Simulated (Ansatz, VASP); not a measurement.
## Cross-check of SbAs between VASP and Ansatz

Aim: how closely do two programs agree when they are given the same cell, functional and k mesh?

Main program and level: Ansatz 0.2.0; plane waves, with VASP 6.6.1 beside it; single point at LDA.

### 1. Starting point

Symmetry: R3m, No. 160, trigonal system. Conventional cell: a = 4.065 Å, b = 4.065 Å, c = 11.150 Å, α = 90.00°, β = 90.00°, γ = 120.00°. Nearest to Sb lie 6 As at 2.73 to 3.30 Å. Nearest to As lie 6 Sb at 2.73 to 3.30 Å. Farther neighbours are not listed.

As a file:

```xyz
2
Lattice="2.0327 1.1736 3.7166 -2.0327 1.1736 3.7166 0.0000 -2.3472 3.7166" Properties=species:S:1:pos:R:3 pbc="T T T"
Sb    0.0000    0.0000    2.5544
As    0.0000    0.0000    8.5954
```

### 2. VASP: single point, LDA

A single point gives forces, pressure and levels at one fixed geometry, so differences don't come from the geometry; what else differs is listed under the comparison.

Lines of VASP's logs that name or quote its potential files are left out, and so is its time.

INCAR reads:

```
SYSTEM = SbAs
PREC = Accurate
ENCUT = 400
EDIFF = 1E-06
NELM = 100
ISMEAR = -1
SIGMA = 0.05
LREAL = .FALSE.
ALGO = Normal
GGA = CA
NBANDS = 11
LORBIT = 11
LWAVE = .FALSE.
LCHARG = .FALSE.
KPAR = 2
ISIF = 2
```

POSCAR reads:

```
SbAs
1.0
    2.0327141219      1.1735880455      3.7165943000
   -2.0327141219      1.1735880455      3.7165943000
    0.0000000000     -2.3471760909      3.7165943000
Sb As
1 1
Direct
    0.2290984100      0.2290984100      0.2290984100
    0.7708995900      0.7708995900      0.7708995900
```

KPOINTS reads:

```
Automatic mesh
0
Gamma
7 7 7
0 0 0
```

Potentials, in the order of the species: Sb and As (PBE family, release 64).

The run is started by

```sh
> mpirun -np 2 vasp_std
```

Numbers of over 12 decimals in the logs are rounded to 6 here.

The log of the run:

```text
[banner, memory and clock lines left out]
running    2 mpi-ranks, on    1 nodes
 distrk:  each k-point on    1 cores,    2 groups
 distr:  one band on    1 cores,    1 groups

 POSCAR found type information on POSCAR SbAs
 POSCAR found :  2 types and       2 ions
|                                                                             |
|               ----> ADVICE to this user running VASP <----                  |
|                                                                             |
|     You enforced a specific xc type in the INCAR file but a different       |
|     [... a line on the potential file left out ...]
|     I HOPE YOU KNOW WHAT YOU ARE DOING!                                     |
|                                                                             |

 LDA part: xc-table for (Slater(with rela. corr.)+CA(PZ))
 , standard interpolation
 POSCAR, INCAR and KPOINTS ok, starting setup
 FFT: planning ... GRIDC
 FFT: planning ... GRID_SOFT
 FFT: planning ... GRID
 WAVECAR not read
 entering main loop
       N       E                     dE             d eps       ncg     rms          rms(c)
DAV:   1     0.263546977463E+02    0.26355E+02   -0.33451E+03   968   0.593E+02
DAV:   2    -0.870341225902E+01   -0.35058E+02   -0.34047E+02  1287   0.106E+02
DAV:   3    -0.102987991977E+02   -0.15954E+01   -0.15900E+01  1206   0.249E+01
DAV:   4    -0.103107294561E+02   -0.11930E-01   -0.11929E-01  1082   0.252E+00
DAV:   5    -0.103108407676E+02   -0.11131E-03   -0.11131E-03  1130   0.263E-01    0.294E+00
DAV:   6    -0.102307207224E+02    0.80120E-01   -0.28080E-01  1034   0.180E+00    0.178E+00
DAV:   7    -0.102220313743E+02    0.86893E-02   -0.29395E-02  1133   0.896E-01    0.676E-01
DAV:   8    -0.102196492317E+02    0.23821E-02   -0.38975E-03  1043   0.307E-01    0.802E-02
DAV:   9    -0.102195946449E+02    0.54587E-04   -0.61538E-04  1094   0.132E-01    0.366E-02
DAV:  10    -0.102195954308E+02   -0.78593E-06   -0.28716E-05  1106   0.338E-02    0.168E-02
DAV:  11    -0.102195957107E+02   -0.27986E-06   -0.10759E-05  1085   0.132E-02    0.414E-03
DAV:  12    -0.102195956551E+02    0.55574E-07   -0.83217E-07   550   0.518E-03
   1 F= -.10219596E+02 E0= -.10218491E+02  d E =-.221014E-02
```

OUTCAR, selected parts (step 2):

```text
ion  position               nearest neighbor table
   1  0.229  0.229  0.229-   2 2.73   2 2.73   2 2.73   2 3.30   2 3.30   2 3.30
   2  0.771  0.771  0.771-   1 2.73   1 2.73   1 2.73   1 3.30   1 3.30   1 3.30

  LATTYP: Found a trigonal (rhomboedric) cell.
 ALAT       =     4.3957148216
 COS(alpha) =     0.5723154261

 Subroutine GETGRP returns: Found  6 space group operations
 (whereof  6 operations were pure point group operations)

The static configuration has the point symmetry C_3v.

 Found     44 irreducible k-points:

   k-points           NKPTS =     44   k-points in BZ     NKDIM =     44   number of bands    NBANDS=     11

   dimension x,y,z NGX =    30 NGY =   30 NGZ =   30
   dimension x,y,z NGXF=    60 NGYF=   60 NGZF=   60

   ENCUT  =  400.0 eV  29.40 Ry    5.42 a.u.   7.17  7.17  7.17*2*pi/ulx,y,z

   NELECT =      10.0000    total number of electrons

 k-points in reciprocal lattice and weights: Automatic mesh
   0.00000000  0.00000000  0.00000000       0.003
   0.14285714 -0.00000000  0.00000000       0.017
   0.28571429  0.00000000  0.00000000       0.017
   0.42857143  0.00000000  0.00000000       0.017
   0.14285714  0.14285714  0.00000000       0.017
   0.28571429  0.14285714  0.00000000       0.035
   0.42857143  0.14285714  0.00000000       0.035
  -0.42857143  0.14285714 -0.00000000       0.035
  -0.28571429  0.14285714 -0.00000000       0.035
[...]
0.42857143  0.42857143  0.42857143       0.006
  -0.42857143  0.42857143  0.42857143       0.017

 average (electrostatic) potential at core
       1 -86.8147       2 -48.7097

 E-fermi :   5.8821

 k-point     1 :       0.0000    0.0000    0.0000
  band No.  band energies     occupation
      1      -7.7235      2.00000
      2       0.3035      2.00000
      3       3.6309      2.00000
      4       4.0785      2.00000
      5       4.0785      2.00000
      6       7.7227      0.00000
      7       8.7008      0.00000
      8       8.7008      0.00000
      9      11.9379      0.00000
     10      11.9379      0.00000
    ...

 k-point     2 :       0.1429   -0.0000    0.0000
  band No.  band energies     occupation
      1      -7.4906      2.00000
      2      -0.4501      2.00000
      3       3.6561      2.00000
      4       3.9600      2.00000
      5       4.1717      2.00000
      6       7.7515      0.00000
      7       8.1837      0.00000
      8       8.3544      0.00000
      9      11.0526      0.00000
     10      11.6266      0.00000
    ...

 k-point     3 :       0.2857    0.0000    0.0000
  band No.  band energies     occupation
      1      -6.8127      2.00000
      2      -2.0515      2.00000
      3       3.5233      2.00000
      4       3.7370      2.00000
      5       4.6590      2.00000
      6       6.8195      0.00000
      7       7.3055      0.00000
      8       7.5834      0.00000
      9      11.5266      0.00000
     10      12.3219      0.00000
    ...

  Total       -0.7617206     -0.7617206     -1.1351004      0.0000000     -0.0000000      0.0000000
  in kB      -22.9412931    -22.9412931    -34.1866430      0.0000000     -0.0000000      0.0000000
  external PRESSURE =     -26.6897431 kB  Pullay stress =       0.0000000 kB

  energy-cutoff  :      400.00
  volume of cell :       53.20
      direct lattice vectors                 reciprocal lattice vectors
     2.032714122  1.173588046  3.716594300     0.245976547  0.142014625  0.089687845
    -2.032714122  1.173588046  3.716594300    -0.245976547  0.142014625  0.089687845
     0.000000000 -2.347176091  3.716594300     0.000000000 -0.284029251  0.089687845

 POSITION                                       TOTAL-FORCE (eV/Angst)
 -----------------------------------------------------------------------------------
      0.00000      0.00000      2.55440         0.000000      0.000000      0.075935
      0.00000      0.00000      8.59536         0.000000     -0.000000     -0.075935
 -----------------------------------------------------------------------------------
    total drift:                                0.000000      0.000000      0.000229

  FREE ENERGIE OF THE ION-ELECTRON SYSTEM (eV)
  ---------------------------------------------------
  free  energy   TOTEN  =       -10.2195956551 eV

  energy  without entropy=      -10.2173855111  energy(sigma->0) =      -10.21849058

 total charge
# of ion       s       p       d       tot
------------------------------------------
    1        1.240   1.107   0.040   2.387
    2        1.306   1.375   0.034   2.715
--------------------------------------------------
tot          2.546   2.482   0.074   5.102

[... 3 further parts left out ...]
```

The PAW data sets were made with PBE, though LDA sets exist; this is a small mismatch.

### 3. Ansatz: single point, LDA

Ansatz runs on its default PAW (the set named soft_2) files.

The same cell, functional (in two slightly different forms), mesh and smearing now go to Ansatz, which takes its cutoff from its data sets.

input.yaml reads:

```yaml
crystal:
  lattice:
    - [2.0327141219, 1.1735880455, 3.7165943]
    - [-2.0327141219, 1.1735880455, 3.7165943]
    - [0.0, -2.3471760909, 3.7165943]
  atoms:
    - { symbol: Sb, position: [0.22909841, 0.22909841, 0.22909841] }
    - { symbol: As, position: [0.77089959, 0.77089959, 0.77089959] }
hamiltonian:
  xc: lda
  pseudopotentials: { kind: paw }
kpoints:
  mp_grid: { grid: [7, 7, 7] }
scf:
  occupations: { method: fermi_dirac, width: 0.05 }
  n_extra_bands: 4
output:
  forces: true
  stress: true
  eigenvalues: true
```

The run is started by

```sh
> ansatz run input.yaml --threads 2 --pin off --max-ram 4608MiB --backend cpu --events-out ev --progress --plain --runs-dir out
```

The log of the run:

```text
scf.n_extra_bands = 4 over 15 filled bands (N_el = 30.0): the run solves 19 bands
Engine: ansatz 0.2.0, aarch64-unknown-linux-gnu
Pseudopotentials: kind: paw
Pseudopotential: Sb, paw, valence charge 15, recommended cutoff 420 eV (normal), Sb.paw.azcp
Pseudopotential: As, paw, valence charge 15, recommended cutoff 420 eV (normal), As.paw.azcp
Functional definition: SPW92
  exchange = slater_x
  correlation = pw_c
Crystal: 2 atoms, lattice volume = 53.197 Å³
Basis set: ecut = 420 eV, 1027 PW (Γ)
Bands: 19, of which v1, the nominal top of the filled ones, is band 15 counted from 1 (14 counted from 0)
Symmetry: 6 space group operations
Space group: R3m (ITA 160), of the structure as read, at distance tolerance 3.8e-5 Å
k-points: 44 of 343 (time reversal used)
Non-local potential: Sb, projectors of the file, l = 0: 2, l = 1: 2, l = 2: 2, l = 3: 2
Non-local potential: As, projectors of the file, l = 0: 2, l = 1: 2, l = 2: 3, l = 3: 1
PAW form: soft (Blöchl's): semilocal exchange-correlation on the pseudo side does not see the compensation charge
PAW frozen core: Sb, regenerated for the run's functional, and the local potential with it (the file was generated under x = pbe(κ = 0.804, μ = 0.219515), c = pbe(β = 0.066725))
PAW frozen core: As, regenerated for the run's functional, and the local potential with it (the file was generated under x = pbe(κ = 0.804, μ = 0.219515), c = pbe(β = 0.066725))
PAW one-centre angular grid: Sb, 590 points (default); XC on 64 Gauss nodes
PAW one-centre angular grid: As, 590 points (default); XC on 64 Gauss nodes
Initial density: superposition of atomic densities (neutral atoms: chi_scale 0, normalization atom), corrected by the library's trained network
Initial wavefunctions: pseudopotential atomic-orbital guess
Functional: x = slater, c = lda
SCF iter   1: F=—  HF=-11109.487434 eV  |F-HF|=—  |Δ(HF+E_count)|=         —  Δρ=5.74e-3  dr2=1.07e-2  ethr=1.77e-3  ⟨swp⟩=6.0  Hψ=4207  notcnv=0
preconditioner: auto → Kerker (q_TF=auto, 2.480 Å⁻¹)  [metal: Δε(μ)=0.079 eV  Ē_g=9.223 eV  σ=0.050 eV  W_gap=0.38  n_scr=14 (ndim 8)  ℏωp=16.1 eV  f_vac=0.006  D(μ)=0.31/eV (n_scr^D=0)]
SCF iter   2: F=—  HF=-11109.483420 eV  |F-HF|=—  |Δ(HF+E_count)|=   4.01e-3  Δρ=3.23e-3  dr2=3.24e-3  ethr=3.56e-5  ⟨swp⟩=1.8  Hψ=1267  notcnv=0
SCF iter   3: F=—  HF=-11109.482425 eV  |F-HF|=—  |Δ(HF+E_count)|=   9.96e-4  Δρ=4.71e-4  dr2=1.78e-4  ethr=1.08e-5  ⟨swp⟩=2.8  Hψ=1296  notcnv=0
SCF iter   4: F=—  HF=-11109.482361 eV  |F-HF|=—  |Δ(HF+E_count)|=   6.33e-5  Δρ=2.08e-4  dr2=3.10e-5  ethr=5.94e-7  ⟨swp⟩=2.0  Hψ=1491  notcnv=0
SCF iter   5: F=—  HF=-11109.482349 eV  |F-HF|=—  |Δ(HF+E_count)|=   1.24e-5  Δρ=4.77e-5  dr2=2.30e-6  ethr=1.03e-7  ⟨swp⟩=2.0  Hψ=1497  notcnv=0
SCF iter   6: F=—  HF=-11109.482348 eV  |F-HF|=—  |Δ(HF+E_count)|=   9.57e-7  Δρ=2.60e-5  dr2=7.01e-7  ethr=7.67e-9  ⟨swp⟩=2.0  Hψ=1491  notcnv=0
SCF iter   7: F=—  HF=-11109.482348 eV  |F-HF|=—  |Δ(HF+E_count)|=   2.56e-7  Δρ=1.04e-5  dr2=1.20e-7  ethr=2.34e-9  ⟨swp⟩=2.0  Hψ=1497  notcnv=0
SCF iter   8: F=-11109.482348 eV  HF=-11109.482348 eV  |F-HF|=2.73e-9  |Δ(HF+E_count)|=   2.19e-8  Δρ=2.46e-6  dr2=6.18e-9  ethr=3.33e-10  ⟨swp⟩=4.2  Hψ=2611  notcnv=0
SCF 1 converged in 8 iterations: F = -11109.482348 eV  dr2 = 6.18e-9
  greatest PAW one-centre occupation: 0.999 electrons in one spin orbital (limit 2), on the As atom at site 1 (counted from 0), in its partial waves of l = 2
SCF converged after 8 iterations
Free energy (F): -11109.482348 eV
Harris-Foulkes:  -11109.482348 eV  (|F-HF|=2.73e-9)
Internal energy: -11109.480019 eV  (E = F + TS)
E sigma→0 (E₀):  -11109.481184 eV
Entropy (-TS):   -0.002328 eV (-1.164 meV/atom)
Fermi energy:    9.569814 eV
--- Per-component energies (eV) ---
  E_band       = -424.388159
  E_kinetic    = 310.701221
  E_local      = -3367.109457  (includes V_loc(G=0)·N_el)
  E_nonlocal   = -299.496095
  E_hartree    = 1687.387504
  E_xc         = -216.684418
  E_vxc        = -176.638004  (∫ρ·V_xc dr)
  E_paw        = -6179.218124  (= ΣΔE_a)
  E_vpaw       = -266.622239  (= ΣTr[D̂ρ^β])
  E_aug_tail   = 0.000007  (compensation charges beyond the density's cutoff)
  E_ewald      = -3047.694711
  E_core_change = 2.634054  (= ΣΔE_core)
  E_smearing   = -0.002328  (= −TS)
  E_closure    = -0.000000  (closes the sum)
  Σ components = -11109.482348   (vs F -11109.482348, Δ=0.00e0)
--- Forces (eV/Å), atoms counted from 1 ---
  atom   1  Sb     0.00000000    -0.00000000    -0.01319487
  atom   2  As     0.00000000     0.00000000     0.01319459
  max |Σ_I F_I| component: 2.80e-7 eV/Å
--- Stress (GPa, compression-positive) ---
       -2.844164       0.000000       0.000000
       -0.000000      -2.844164      -0.000000
        0.000000      -0.000000      -3.742981
  P = ⅓ Tr σ = -3.1438 GPa (-31.438 kbar)
--- Band table (eV; the first three rows and the last of 44) ---
  k-point 0: bands = [... 11 lower, 3.9089, 7.3376, 7.7916, 7.7916, 11.4474, 12.4001, 12.4001, 15.7107]
  k-point 1: bands = [... 11 lower, 3.1772, 7.3666, 7.6753, 7.8680, 11.4611, 11.8772, 12.0493, 14.8091]
  k-point 2: bands = [... 11 lower, 1.6045, 7.2314, 7.4566, 8.3455, 10.5050, 11.0083, 11.2774, 15.2725]
  k-point 43: bands = [... 11 lower, 0.4626, 6.1398, 7.5911, 8.8650, 10.7912, 10.9738, 12.7906, 16.3313]
```

Elapsed: 4.2 s, on 2 threads of Arm Neoverse N1, shared host; peak memory 0.35 GiB.

The column dr2 measures how far the density is from self-consistency, as an energy; F and HF (Harris–Foulkes) agree once it is small.

The run ends at a pressure of -3.14 GPa, with forces up to 0.013 eV/Å.

### 4. Differences

Known differences besides the potentials themselves: the two LDA forms differ slightly; the data sets hold 30 valence electrons in Ansatz (default PAW (the set named soft_2) files) and 10 in VASP; the cutoff is 420 eV in Ansatz and 400 eV in VASP; Ansatz makes its cores anew for this functional, VASP keeps those of its PBE data sets; VASP's log shows a relativistic correction to its local exchange, Ansatz's none. Total energies have different zeros and are not compared.

Compared:

```tsv
quantity	Ansatz	VASP	difference
pressure (GPa)	-3.14	-2.67	-0.47
```

Forces (eV/Å; atoms numbered as in POSCAR):

```tsv
atom	Ansatz x, y, z	VASP x, y, z
Sb1	0.000, 0.000, -0.013	0.000, 0.000, 0.076
As2	0.000, 0.000, 0.013	0.000, 0.000, -0.076
```

The forces differ by 51 meV/Å r.m.s., where the r.m.s. force is 0.008 eV/Å in Ansatz and 0.044 eV/Å in VASP: the cell lies near the minimum of Ansatz, so a percentage would say little (all taken over all components).

### 5. Other set-ups

Further runs change the set-up of one program: Ansatz's method, potentials or start, or VASP's data sets, cutoff or form of LDA. The table gives Ansatz less VASP for each quantity, since a change that brings one quantity closer may part another.

```tsv
run	r.m.s. force difference (meV/Å)	pressure (GPa)
as above	51	-0.47
cores kept as stored	50	-0.45
Ansatz's larger PAW set (cutoff 580 eV)	51	-0.46
norm-conserving potentials (cutoff 1143 eV)	45	-0.43
```

### 6. Summary of results

- r.m.s. force difference (single point, LDA): 51 meV/Å

The r.m.s. force difference is 51 meV/Å (single point, LDA), beyond the 12 meV/Å picked in this series as the mark of a large difference. For single point, LDA, no further run moves any of the tabulated differences by more than a quarter of its size. How closely two codes agree says nothing of how well the functional describes the real material.

[Lines on the potential files, build, host, timing and source positions are cut from VASP's logs without a mark.]

[Logs are printed without paths, hosts, clocks, repeated set-up lines and the standing remarks that a program may print on its own settings, such as how far it seeks lower states.]

[Hosts, paths, dates, database ids (printed as entryN), source tags and the programs' standing remarks are cut or masked in the printed files.]

[VASP's PBE data sets in a run with another functional are called a small mismatch above; for pressures it isn't always small: they can move by 1 GPa and more.]
